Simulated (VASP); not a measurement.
Output of a VASP run:

### OUTCAR
```
 ion  position               nearest neighbor table
   1  0.000  0.000  0.000-
  LATTYP: Found a body centered cubic cell.
 ALAT       =     4.4554150658
 Subroutine PRICEL returns:
 Original cell was already a primitive cell.
 Subroutine GETGRP returns: Found 48 space group operations
The static configuration has the point symmetry O_h .
The dynamic configuration has the point symmetry O_h .
 Subroutine INISYM returns: Found 48 space group operations
 Subroutine IBZKPT returns following result:
 Found     84 irreducible k-points:

 Following reciprocal coordinates:
            Coordinates               Weight
  0.000000  0.000000  0.000000      1.000000
  0.076923  0.000000  0.000000     12.000000
  0.153846  0.000000  0.000000     12.000000
  0.230769  0.000000  0.000000     12.000000
  0.307692  0.000000  0.000000     12.000000
  0.384615  0.000000  0.000000     12.000000
  0.461538  0.000000  0.000000     12.000000
  0.076923  0.076923  0.000000     24.000000
  0.153846  0.076923  0.000000     48.000000
  0.230769  0.076923  0.000000     48.000000
  0.307692  0.076923 -0.000000     48.000000
  0.384615  0.076923 -0.000000     48.000000
  0.461538  0.076923  0.000000     24.000000
  0.153846  0.153846  0.000000     24.000000
  0.230769  0.153846  0.000000     48.000000
  0.307692  0.153846 -0.000000     48.000000
  0.384615  0.153846  0.000000     48.000000
  0.230769  0.230769  0.000000     24.000000
  0.307692  0.230769  0.000000     48.000000
  0.384615  0.230769  0.000000     24.000000
  0.307692  0.307692  0.000000     24.000000
  0.076923  0.076923  0.076923      8.000000
  0.153846  0.076923  0.076923     24.000000
  0.230769  0.076923  0.076923     24.000000
  0.307692  0.076923  0.076923     24.000000
  0.384615  0.076923  0.076923     24.000000
 -0.076923  0.076923  0.076923      6.000000
  0.153846  0.153846  0.076923     24.000000
  0.230769  0.153846  0.076923     48.000000
  0.307692  0.153846  0.076923     48.000000
  0.384615  0.153846  0.076923     24.000000
 -0.153846  0.153846  0.076923     24.000000
  0.230769  0.230769  0.076923     24.000000
  0.307692  0.230769  0.076923     48.000000
 -0.230769  0.230769  0.076923     24.000000
 -0.153846  0.230769  0.076923     24.000000
  0.307692  0.307692  0.076923      8.000000
 -0.307692  0.307692  0.076923     24.000000
 -0.230769  0.307692  0.076923     48.000000
 -0.384615  0.384615  0.076923     24.000000
   k-points           NKPTS =     84   k-points in BZ     NKDIM =     84   number of bands    NBANDS=      8
   number of dos      NEDOS =    601   number of ions     NIONS =      1
   total plane-waves  NPLWV =  27000
   dimension x,y,z NGX =    30 NGY =   30 NGZ =   30
   dimension x,y,z NGXF=    60 NGYF=   60 NGZF=   60
   ions per type =               1
   PREC   = accura    normal or accurate (medium, high low for compatibility)
   ISTART =      0    job   : 0-new  1-cont  2-samecut
   ICHARG =      2    charge: 1-file 2-atom 10-const
   ISPIN  =      1    spin polarized calculation?
   LNONCOLLINEAR =      F non collinear calculations
   LSORBIT =      F    spin-orbit coupling
   INIWAV =      1    electr: 0-lowe 1-rand  2-diag
   ENCUT  =  520.0 eV  38.22 Ry    6.18 a.u.   7.17  7.17  7.17*2*pi/ulx,y,z
   NELM   =    100;   NELMIN=  2; NELMDL= -5     # of ELM steps
   EDIFF  = 0.1E-06   stopping-criterion for ELM
   LREAL  =      F    real-space projection
   NLSPLINE    = F    spline interpolate recip. space projectors
   LMAXMIX     =    6 max onsite mixed and CHGCAR
   VOSKOWN=      0    Vosko Wilk Nusair interpolation
   EDIFFG = 0.1E-05   stopping-criterion for IOM
   NSW    =      0    number of steps for IOM
   NBLOCK =      1;   KBLOCK =      1    inner block; outer block
   IBRION =     -1    ionic relax: 0-MD 1-quasi-New 2-CG
   NFREE  =      0    steps in history (QN), initial steepest desc. (CG)
...
```

File OSZICAR:
```
       N       E                     dE             d eps       ncg     rms          rms(c)
DAV:   1     0.116997921111E+02    0.11700E+02   -0.37742E+03  1360   0.817E+02
DAV:   2    -0.164154657294E+01   -0.13341E+02   -0.13233E+02  1952   0.119E+02
DAV:   3    -0.183823593068E+01   -0.19669E+00   -0.19369E+00  1760   0.104E+01
DAV:   4    -0.184079921390E+01   -0.25633E-02   -0.25567E-02  2224   0.165E+00
DAV:   5    -0.184080750670E+01   -0.82928E-05   -0.82946E-05  1792   0.674E-02    0.687E+00
DAV:   6    -0.185370005300E+01   -0.12893E-01   -0.15158E-03  2064   0.433E-01    0.409E+00
DAV:   7    -0.186120963916E+01   -0.75096E-02   -0.36648E-03  2008   0.634E-01    0.570E-02
DAV:   8    -0.186121756315E+01   -0.79240E-05   -0.11463E-04  2248   0.903E-02    0.168E-02
DAV:   9    -0.186122949959E+01   -0.11936E-04   -0.80238E-06  2080   0.240E-02    0.580E-03
DAV:  10    -0.186123207468E+01   -0.25751E-05   -0.14097E-06  2016   0.934E-03    0.142E-03
DAV:  11    -0.186123230967E+01   -0.23499E-06   -0.26650E-08  1224   0.146E-03    0.562E-04
DAV:  12    -0.186123256050E+01   -0.25082E-06   -0.44542E-09   832   0.702E-04    0.755E-05
DAV:  13    -0.186123254718E+01    0.13320E-07   -0.69622E-10   840   0.362E-04
   1 F= -.18612325E+01 E0= -.18612325E+01  d E =0.000000E+00
```

File OUTCAR:
```
------------------------ aborting loop because EDIFF is reached ----------------------------------------
  FORCE on cell =-STRESS in cart. coord.  units (eV):
  Direction    XX          YY          ZZ          XY          YZ          ZX
  --------------------------------------------------------------------------------------
  Total        0.0082914      0.0082914      0.0082914     -0.0000000      0.0000000      0.0000000
  in kB        0.3004036      0.3004036      0.3004036     -0.0000000      0.0000000      0.0000000
  external PRESSURE =       0.3004036 kB  Pullay stress =       0.0000000 kB
  volume of cell :       44.22
      direct lattice vectors                 reciprocal lattice vectors
    -2.227707533  2.227707533  2.227707533     0.000000000  0.224445980  0.224445980
     2.227707533 -2.227707533  2.227707533     0.224445980  0.000000000  0.224445980
     2.227707533  2.227707533 -2.227707533     0.224445980  0.224445980  0.000000000
 POSITION                                       TOTAL-FORCE (eV/Angst)
 -----------------------------------------------------------------------------------
      0.00000      0.00000      0.00000         0.000000     -0.000000      0.000000
 -----------------------------------------------------------------------------------
    total drift:                               -0.000000     -0.000000      0.000000
  FREE ENERGIE OF THE ION-ELECTRON SYSTEM (eV)
  ---------------------------------------------------
  free  energy   TOTEN  =        -1.8612325472 eV

  energy  without entropy=       -1.8612325472  energy(sigma->0) =       -1.86123255

 total charge

# of ion       s       p       d       tot
------------------------------------------
    1        0.451   6.271   0.457   7.179
```
(Selected blocks of OUTCAR.)

POSCAR:
```
Eu
1
   -2.2277075329     2.2277075329     2.2277075329
    2.2277075329    -2.2277075329     2.2277075329
    2.2277075329     2.2277075329    -2.2277075329
Eu
1
Direct
  0.0000000000   0.0000000000   0.0000000000
```

**Question.** Reconstruct the remaining input files.

**Answer.** Several could match; the one computed here: the input of the run itself, PBE GGA, plane waves, VASP's PBE PAW potentials (set 64).

### INCAR
```
! general
SYSTEM  = Eu
PREC    = Accurate
ENCUT   = 520
LREAL   = .FALSE.
LASPH   = .TRUE.

! electronic loop
EDIFF   = 1E-7
NELM    = 100
ALGO    = Normal
LMAXMIX = 6

! smearing
ISMEAR  = -5

! functional
GGA     = PE

! ions
ISIF    = 2

! output
LWAVE   = .FALSE.
LCHARG  = .TRUE.
LORBIT  = 11
NEDOS   = 601
```

KPOINTS:
```
K-points
0
gamma
 13 13 13
```

POTCAR, in this order: Eu_2 (PBE.64 set). Program: vasp_std.

The 4f electrons are frozen in the core of the lanthanide potential, so 4f levels, which can set the real gap, and their magnetism are missing. For a metal the tetrahedron method with Blöchl corrections gives inexact stress and forces.

The compound is Eu in the bcc structure. It was relaxed first, which changed the volume by -8 %.
